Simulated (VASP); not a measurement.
Input:

```xyz
2
Lattice="0.0000 2.3446 2.3446 2.3446 0.0000 2.3446 2.3446 2.3446 0.0000" Properties=species:S:1:pos:R:3 pbc="T T T"
Na     0.0000     0.0000     0.0000
H      2.3446     2.3446     2.3446
```

Calculation: LDA (Ceperley-Alder, Perdew-Zunger), VASP's LDA PAW potentials (set 64) (plane waves; VASP 6.6.1). Settings: 520 eV cut-off, Gaussian smearing of 0.050 eV, potentials Na_pv H.

**Question.** What does the run give for the band gap (along the path) with the smallest direct gap where there is one?

**Answer.** 
The band gap (along the path) is 3.55 eV. The smallest direct gap (along the path) comes out as 4.51 eV.

Total energies compare only between runs with the same potentials, cut-off and functional.

The compound is NaH in the rock salt structure. It was relaxed first, which changed the volume by -11 %.
